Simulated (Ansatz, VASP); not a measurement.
# Cross-check of Mg35Mo between VASP and Ansatz, part 2 of 2

Aim: how closely do two programs agree when they are given the same cell, functional and k mesh?  The structure shown is the end of the VASP relaxation below.

VASP 6.6.1 and Ansatz 0.2.0.

So far: Starting point; VASP: relaxation, PBEsol.

## 3. Ansatz: single point, PBEsol

Level of this step: Ansatz beside VASP: Kohn-Sham DFT, plane waves, PBEsol (Ansatz).

Ansatz runs on its default PAW (the set named soft_2) files.

The same cell, functional, mesh and smearing now go to Ansatz, which takes its cutoff from its data sets.

File input.yaml:

```yaml
crystal:
  lattice:
    - [9.55074056, 0.0, 0.0]
    - [-4.77537028, 8.27118395, 0.0]
    - [0.0, 0.0, 10.22094454]
  atoms:
    - { symbol: Mo, position: [0.99999993, 4.0e-08, 0.0], spin: 0.6 }
    - { symbol: Mg, position: [7.0e-08, 0.99999994, 0.50000001] }
    - { symbol: Mg, position: [0.99900343, 0.32040416, 0.99999996] }
    - { symbol: Mg, position: [0.00070268, 0.33116104, 0.5] }
    - { symbol: Mg, position: [0.99900374, 0.67859903, 4.0e-08] }
    - { symbol: Mg, position: [0.00070346, 0.66954217, 0.5] }
    - { symbol: Mg, position: [0.32140098, 0.00099627, 0.99999993] }
    - { symbol: Mg, position: [0.33045784, 0.99929656, 0.49999999] }
    - { symbol: Mg, position: [0.3214018, 0.32040535, 0.99999997] }
    - { symbol: Mg, position: [0.33045769, 0.33116073, 0.50000002] }
    - { symbol: Mg, position: [0.33333281, 0.66666719, 0.0] }
    - { symbol: Mg, position: [0.33333308, 0.66666693, 0.49999999] }
    - { symbol: Mg, position: [0.67959586, 0.00099657, 3.0e-08] }
    - { symbol: Mg, position: [0.66883894, 0.99929731, 0.49999999] }
    - { symbol: Mg, position: [0.6666672, 0.33333281, 0.0] }
    - { symbol: Mg, position: [0.66666684, 0.33333313, 0.5] }
    - { symbol: Mg, position: [0.67959466, 0.67859822, 7.0e-08] }
    - { symbol: Mg, position: [0.66883925, 0.66954232, 0.5] }
    - { symbol: Mg, position: [0.10634008, 0.21267985, 0.23976129], spin: 0.6 }
    - { symbol: Mg, position: [0.10634014, 0.21267991, 0.76023865], spin: 0.6 }
    - { symbol: Mg, position: [0.11021014, 0.55510505, 0.25006424] }
    - { symbol: Mg, position: [0.11020999, 0.55510497, 0.74993575] }
    - { symbol: Mg, position: [0.10633943, 0.89366054, 0.23976146], spin: 0.6 }
    - { symbol: Mg, position: [0.10633947, 0.89366059, 0.76023859] }
    - { symbol: Mg, position: [0.44521442, 0.22260681, 0.251261] }
    - { symbol: Mg, position: [0.44521441, 0.22260678, 0.74873898] }
    - { symbol: Mg, position: [0.44489456, 0.55510546, 0.25006492] }
    - { symbol: Mg, position: [0.44489454, 0.55510544, 0.74993506] }
    - { symbol: Mg, position: [0.44489502, 0.88979, 0.25006426] }
    - { symbol: Mg, position: [0.44489497, 0.88978988, 0.74993575] }
    - { symbol: Mg, position: [0.777393, 0.22260705, 0.25126082] }
    - { symbol: Mg, position: [0.77739293, 0.22260698, 0.74873919] }
    - { symbol: Mg, position: [0.7773932, 0.55478558, 0.25126101] }
    - { symbol: Mg, position: [0.77739319, 0.55478556, 0.74873899] }
    - { symbol: Mg, position: [0.78732008, 0.89365985, 0.23976134] }
    - { symbol: Mg, position: [0.78732016, 0.89365997, 0.76023869] }
hamiltonian:
  xc: pbesol
  pseudopotentials: { kind: paw }
magnetization:
  spin_polarized: true
kpoints:
  mp_grid: { grid: [4, 4, 4] }
scf:
  occupations: { method: methfessel_paxton, width: 0.2 }
  n_extra_bands: 16
output:
  forces: true
  eigenvalues: true
```

The run is started by

```console
> ansatz run input.yaml --threads 8 --pin off --max-ram 18432MiB --backend cpu --events-out ev --progress --plain --runs-dir out
```

Numbers of over 12 decimals in the logs are rounded to 6 here.

Log:

```text
Warning: the band count 198 (scf.n_extra_bands) hosts the net moment |M| = 2.4000 μB (N_el = 364) but caps the reachable moment at 2·n_bands − N_el = 32.0000 μB, below the 220 bands that the automatic rule leaves for it — a moment growing past the seed, or the majority channel's smearing tail, pins there with fewer empty majority states than that count leaves; raise or omit scf.n_extra_bands unless the cap is intended
scf.n_extra_bands = 16 over 182 filled bands (N_el = 364.0): the run solves 198 bands
Engine: ansatz 0.2.0, aarch64-unknown-linux-gnu
Pseudopotentials: kind: paw
Pseudopotential: Mo, paw, valence charge 14, recommended cutoff 420 eV (normal), Mo.paw.azcp
Pseudopotential: Mg, paw, valence charge 10, recommended cutoff 420 eV (normal), Mg.paw.azcp
Functional definition: PBEsol
  exchange = pbesol_x
  correlation = pbesol_c
Crystal: 36 atoms, lattice volume = 807.413 Å³
Basis set: ecut = 420 eV, 15731 PW (Γ), exchange–correlation on 128×128×144 points (8 copies of the dense FFT grid, shifted against one another)
Bands: 198, of which v1, the nominal top of the filled ones, is band 182 counted from 1 (181 counted from 0)
Symmetry: 1 space group operations
Space group: P1 (ITA 1), of the structure as read, at distance tolerance 9.3e-5 Å
Magnetic group: BNS 1.1 (UNI 1), of the structure as read, at distance tolerance 9.3e-5 Å
k-points: 36 of 64 (time reversal used)
Non-local potential: Mo, projectors of the file, l = 0: 3, l = 1: 2, l = 2: 2, l = 3: 1
Non-local potential: Mg, projectors of the file, l = 0: 3, l = 1: 2, l = 2: 1
PAW form: soft (Blöchl's): semilocal exchange-correlation on the pseudo side does not see the compensation charge
PAW frozen core: Mo, regenerated for the run's functional, and the local potential with it (the file was generated under x = pbe(κ = 0.804, μ = 0.219515), c = pbe(β = 0.066725))
PAW frozen core: Mg, regenerated for the run's functional, and the local potential with it (the file was generated under x = pbe(κ = 0.804, μ = 0.219515), c = pbe(β = 0.066725))
PAW one-centre angular grid: Mo, 590 points (default); XC on 64 Gauss nodes
PAW one-centre angular grid: Mg, 110 points (default); XC on 64 Gauss nodes
Initial density: superposition of atomic densities (chi_scale 0.1, normalization cell, long waves kept (reshape's long-wave potential 0.24 eV rms))
Starting moments: Σ|m| = 2.4 μB on 4 of 36 sites
Initial wavefunctions: pseudopotential atomic-orbital guess
Functional: x = pbesol(κ = 0.804, μ = 0.123457), c = pbesol(β = 0.046)
SCF iter   1: F=—  HF=-71812.070183 eV  |F-HF|=—  |Δ(HF+E_count)|=         —  Δρ=3.53e-2 (↑3.53e-2 ↓3.06e-2)  dr2=1.11e2  dr2_m=2.25e0  M=0.469 μB ∫|m|=0.537 μB  β_m=0.30  ethr=3.10e-3  ⟨swp⟩=5.0  Hψ=48376  notcnv=0
Mixer restart at iter 1: flushing history
preconditioner: auto → Kerker (q_TF=auto, 2.389 Å⁻¹)  [metal: Δε(μ)=0.007 eV  Ē_g=3.685 eV  σ=0.200 eV  W_gap=0.02  n_scr=198 (ndim 8)  ℏωp=11.4 eV  f_vac=0.000  D(μ)=15.70/eV (n_scr^D=84)]
spin=Collinear: Kerker preconditioning applied to the charge; magnetization (m = ρ↑ − ρ↓) channel mixes plain (no charge-response kernel on spin).
SCF iter   2: F=—  HF=-71818.810707 eV  |F-HF|=—  |Δ(HF+E_count)|=    6.74e0  Δρ=1.86e-2 (↑1.86e-2 ↓1.69e-2)  dr2=2.29e1  dr2_m=1.11e0  M=0.524 μB ∫|m|=0.597 μB  β_m=0.43  ethr=3.10e-3  ⟨swp⟩=3.1  Hψ=29990  notcnv=0  defer=106
SCF iter   3: F=—  HF=-71816.474507 eV  |F-HF|=—  |Δ(HF+E_count)|=    2.34e0  Δρ=6.62e-3 (↑6.62e-3 ↓6.04e-3)  dr2=2.64e0  dr2_m=1.62e-1  M=0.553 μB ∫|m|=0.653 μB  β_m=0.72  ethr=3.10e-3  ⟨swp⟩=3.2  Hψ=31277  notcnv=0  defer=130
SCF iter   4: F=—  HF=-71817.407238 eV  |F-HF|=—  |Δ(HF+E_count)|=   9.33e-1  Δρ=3.11e-3 (↑2.59e-3 ↓3.11e-3)  dr2=1.10e0  dr2_m=1.62e-3  M=0.444 μB ∫|m|=0.571 μB  β_m=0.84  ethr=7.25e-4  ⟨swp⟩=2.1  Hψ=28348  notcnv=0  defer=117
SCF iter   5: F=—  HF=-71817.624256 eV  |F-HF|=—  |Δ(HF+E_count)|=   2.17e-1  Δρ=1.63e-3 (↑1.36e-3 ↓1.63e-3)  dr2=4.28e-1  dr2_m=1.17e-3  M=0.352 μB ∫|m|=0.478 μB  β_m=0.92  ethr=3.01e-4  ⟨swp⟩=2.4  Hψ=16936  notcnv=0  defer=122
SCF iter   6: F=—  HF=-71817.562967 eV  |F-HF|=—  |Δ(HF+E_count)|=   6.13e-2  Δρ=7.42e-4 (↑5.93e-4 ↓7.42e-4)  dr2=1.24e-1  dr2_m=2.13e-4  M=0.309 μB ∫|m|=0.421 μB  β_m=0.96  ethr=1.18e-4  ⟨swp⟩=2.0  Hψ=17903  notcnv=0  defer=122
SCF iter   7: F=—  HF=-71817.552491 eV  |F-HF|=—  |Δ(HF+E_count)|=   1.05e-2  Δρ=4.38e-4 (↑3.11e-4 ↓4.38e-4)  dr2=4.21e-2  dr2_m=8.11e-5  M=0.285 μB ∫|m|=0.383 μB  β_m=0.92  ethr=3.41e-5  ⟨swp⟩=1.8  Hψ=14766  notcnv=0  defer=122
SCF iter   8: F=—  HF=-71817.551523 eV  |F-HF|=—  |Δ(HF+E_count)|=   9.69e-4  Δρ=3.01e-4 (↑1.86e-4 ↓3.01e-4)  dr2=1.76e-2  dr2_m=4.93e-5  M=0.267 μB ∫|m|=0.358 μB  β_m=0.96  ethr=1.16e-5  ⟨swp⟩=1.6  Hψ=14993  notcnv=0  defer=122
SCF iter   9: F=—  HF=-71817.551381 eV  |F-HF|=—  |Δ(HF+E_count)|=   1.42e-4  Δρ=7.23e-5 (↑7.23e-5 ↓4.62e-5)  dr2=9.99e-5  dr2_m=1.93e-5  M=0.230 μB ∫|m|=0.309 μB  β_m=0.98  ethr=4.84e-6  ⟨swp⟩=2.5  Hψ=17000  notcnv=0  defer=122
[...]
iteration 11: the input's own smearing fills from here on; a Gaussian of 0.2 eV has filled iterations ahead of it
[...]
SCF iter  26: F=-71817.352751 eV  HF=-71817.352781 eV  |F-HF|=2.96e-5  |Δ(HF+E_count)|=   8.50e-7  S|Δr|=    0.00e0  Δρ=1.97e-5 (↑1.97e-5 ↓6.04e-6)  dr2=3.12e-5  dr2_m=3.92e-7  M=1.017 μB ∫|m|=1.304 μB  β_m=0.09  ethr=7.57e-11  ⟨swp⟩=2.1  Hψ=25076  notcnv=0
SCF iter  27: F=-71817.352779 eV  HF=-71817.352782 eV  |F-HF|=3.00e-6  |Δ(HF+E_count)|=   6.49e-7  S|Δr|=    0.00e0  Δρ=1.04e-5 (↑1.04e-5 ↓2.58e-6)  dr2=3.37e-6  dr2_m=2.89e-7  M=1.012 μB ∫|m|=1.298 μB  β_m=0.53  ethr=7.57e-11  ⟨swp⟩=2.8  Hψ=25780  notcnv=0
SCF iter  28: F=-71817.352781 eV  HF=-71817.352783 eV  |F-HF|=2.04e-6  |Δ(HF+E_count)|=   1.76e-6  S|Δr|=    0.00e0  Δρ=6.76e-6 (↑6.76e-6 ↓1.73e-6)  dr2=2.20e-6  dr2_m=8.70e-8  M=0.992 μB ∫|m|=1.271 μB  β_m=0.41  ethr=7.57e-11  ⟨swp⟩=3.6  Hψ=28494  notcnv=0
SCF iter  29: F=-71817.352783 eV  HF=-71817.352784 eV  |F-HF|=4.54e-7  |Δ(HF+E_count)|=   4.98e-7  S|Δr|=    0.00e0  Δρ=3.18e-6 (↑3.18e-6 ↓1.12e-6)  dr2=4.97e-7  dr2_m=1.99e-8  M=0.996 μB ∫|m|=1.277 μB  β_m=0.70  ethr=7.57e-11  ⟨swp⟩=3.0  Hψ=25686  notcnv=0
SCF iter  30: F=-71817.352784 eV  HF=-71817.352784 eV  |F-HF|=9.42e-9  |Δ(HF+E_count)|=   1.18e-7  S|Δr|=    0.00e0  Δρ=6.33e-7 (↑6.33e-7 ↓3.26e-7)  dr2=1.17e-8  dr2_m=1.26e-9  M=0.999 μB ∫|m|=1.280 μB  β_m=0.85  ethr=2.75e-11  ⟨swp⟩=5.8  Hψ=49454  notcnv=0
SCF iter  31: F=-71817.352784 eV  HF=-71817.352784 eV  |F-HF|=7.42e-10  |Δ(HF+E_count)|=   7.29e-9  S|Δr|=    0.00e0  Δρ=1.48e-7 (↑1.48e-7 ↓7.76e-8)  dr2=8.43e-10  dr2_m=5.34e-11  M=0.999 μB ∫|m|=1.281 μB  ethr=3.22e-12  ⟨swp⟩=3.0  Hψ=30249  notcnv=0
SCF 1 converged in 31 iterations: F = -71817.352784 eV  dr2 = 8.43e-10
  greatest PAW one-centre occupation: 1.000 electrons in one spin orbital (limit 2), on the Mg atom at site 23 (counted from 0), in its partial waves of l = 0
this state was not tested for a lower state beside it, because cold or Methfessel-Paxton smearing, or corrected tetrahedra, fill the levels in a way that the test cannot read (fill_not_monotonic; see scf.lower_state_search)
SCF converged after 31 iterations
Magnetization: 0.9991 μB (182.4996 up, 181.5004 down)
Absolute magnetization: 1.2827 μB (∫|ρ↑−ρ↓|, with the PAW one-centre terms)
Spin contamination: 0.1611 ħ² per cell (⟨S²⟩ above its minimum at these occupations)
Per-site moments (μB) at R_I (Å): [(0.690288, 1.244345), (0.00490147, 1.303285), (-0.000927726, 1.249102), (0.000659163, 1.296324), (-0.000927732, 1.249103), (0.000659128, 1.296325), (-0.000927738, 1.249103), (0.000659129, 1.296324), (-0.000927847, 1.249103), (0.000659122, 1.296325), (-0.00116468, 1.300417), (0.00298542, 1.299976), (-0.000927723, 1.249102), (0.000659164, 1.296324), (0.010640, 1.301191), (0.00703672,  [...]
Free energy (F): -71817.352784 eV
Harris-Foulkes:  -71817.352784 eV  (|F-HF|=7.42e-10)
Internal energy: -71817.319948 eV  (E = F + TS)
E sigma→0 (E₀):  -71817.344575 eV
Entropy (-TS):   -0.032835 eV (-0.912 meV/atom)
Fermi energy:    5.919694 eV
--- Per-component energies (eV) ---
  E_band       = -12572.537742
  E_kinetic    = 3061.253709
  E_local      = -57858.854237  (includes V_loc(G=0)·N_el)
  E_nonlocal   = 3519.237288
  E_hartree    = 20646.817012
  E_xc         = -1165.812883
  E_vxc        = -1503.405805  (∫ρ·V_xc dr)
  E_paw        = -12987.804190  (= ΣΔE_a)
  E_vpaw       = -1084.401652  (= ΣTr[D̂ρ^β])
  E_aug_tail   = -0.000035  (compensation charges beyond the density's cutoff)
  E_ewald      = -27034.426090
  E_core_change = 2.269479  (= ΣΔE_core)
  E_smearing   = -0.032835  (= −TS)
  E_closure    = -0.000000  (closes the sum)
  Σ components = -71817.352784   (vs F -71817.352784, Δ=0.00e0)
--- Forces (eV/Å), atoms counted from 1 ---
  atom   1  Mo     0.00000252    -0.00000073     0.00000022
  atom   2  Mg    -0.00000793     0.00000433    -0.00000029
  atom   3  Mg     0.00869609     0.00151304     0.00000088
  atom   4  Mg     0.00412847     0.00979359    -0.00000026
  atom   5  Mg     0.00563410     0.00677616    -0.00000117
  atom   6  Mg     0.01052965    -0.00133352     0.00000009
  atom   7  Mg    -0.00305122    -0.00826757     0.00000284
  atom   8  Mg     0.00641964    -0.00845282     0.00000038
  atom   9  Mg    -0.00869232     0.00149390     0.00000075
  atom  10  Mg    -0.00411214     0.00979802    -0.00000112
  atom  11  Mg     0.00002015    -0.00001151    -0.00000020
  atom  12  Mg     0.00000734    -0.00000461     0.00000028
  atom  13  Mg     0.00303708    -0.00828745    -0.00000043
  atom  14  Mg    -0.00641684    -0.00847190     0.00000043
  atom  15  Mg    -0.00001375     0.00000776    -0.00000002
  atom  16  Mg    -0.00000892     0.00000570    -0.00000008
  atom  17  Mg    -0.00563980     0.00678044    -0.00000291
  atom  18  Mg    -0.01054051    -0.00133804     0.00000037
  atom  19  Mg    -0.00000381     0.01824153    -0.01087074
  atom  20  Mg    -0.00000445     0.01824080     0.01087165
  atom  21  Mg    -0.00589474    -0.00339979    -0.00850279
  atom  22  Mg    -0.00589259    -0.00339807     0.00850307
  atom  23  Mg     0.01581727    -0.00913105    -0.01087735
  atom  24  Mg     0.01581604    -0.00913324     0.01087536
[...]
atom  29  Mg    -0.00000339     0.00680256    -0.00850382
  atom  30  Mg    -0.00000344     0.00680413     0.00850287
  atom  31  Mg    -0.00490448     0.00283176     0.01823254
  atom  32  Mg    -0.00490448     0.00283211    -0.01823304
  atom  33  Mg    -0.00001375    -0.00566578     0.01822771
  atom  34  Mg    -0.00001466    -0.00566444    -0.01822664
  atom  35  Mg    -0.01579873    -0.00911581    -0.01087069
  atom  36  Mg    -0.01579912    -0.00911922     0.01087150
  max |Σ_I F_I| component: 1.77e-7 eV/Å
--- Band table (eV; the first three rows and the last of 72) ---
  k-point 0 ↑: bands = [... 178 lower, 6.1504, 6.2153, 6.3568, 6.4109, 6.4109, 6.4679, 6.4679, 6.5685, ... 12 higher]
  k-point 1 ↑: bands = [... 178 lower, 5.7282, 5.7282, 5.8719, 5.8719, 5.8912, 6.0138, 6.0142, 6.3519, ... 12 higher]
  k-point 2 ↑: bands = [... 178 lower, 5.6785, 5.6875, 5.6875, 5.7143, 5.8424, 5.8424, 6.0519, 6.0519, ... 12 higher]
  k-point 35 ↓: bands = [... 178 lower, 5.7493, 5.7630, 5.9342, 5.9780, 6.0020, 6.0048, 6.1433, 6.4821, ... 12 higher]
```

Elapsed: 24 min, on 8 threads of Arm Neoverse N1, shared host; peak memory 10 GiB.

## 4. Side by side

Known differences besides the PAW data sets themselves: the data sets hold 364 valence electrons in Ansatz (default PAW (the set named soft_2) files) and 76 in VASP; the cutoff is 420 eV in Ansatz and 300 eV in VASP (PREC = Normal, projectors in real space); Ansatz makes its cores anew for this functional, VASP keeps those of its PBE data sets; site moments are counted in spheres of each program's own size. Total energies have different zeros and are not compared.

Compared:

| quantity | Ansatz | VASP | difference |
| --- | --- | --- | --- |
| total moment (μB) | 1.00 | 1.08 | -0.08 |
| moment on Mo1 (μB) | 0.69 | 0.81 | -0.12 |

At this near-relaxed geometry the largest component of a force difference is 3 meV/Å.

## 5. Summary of results

- difference in moment on Mo1 (single point, PBEsol): -0.12 μB

In words: The difference in moment on Mo1 is -0.12 μB (single point, PBEsol). Differences of this kind measure data sets and numerical settings, not the functional's error against experiment.

[Lines on the potential files, build, host, timing and source positions are cut from VASP's logs without a mark.]

[Logs are printed without paths, hosts, clocks, repeated set-up lines and the standing remarks that a program may print on its own settings, such as how far it seeks lower states.]

[Hosts, paths, dates, database ids (printed as entryN), source tags and the programs' standing remarks are cut or masked in the printed files.]
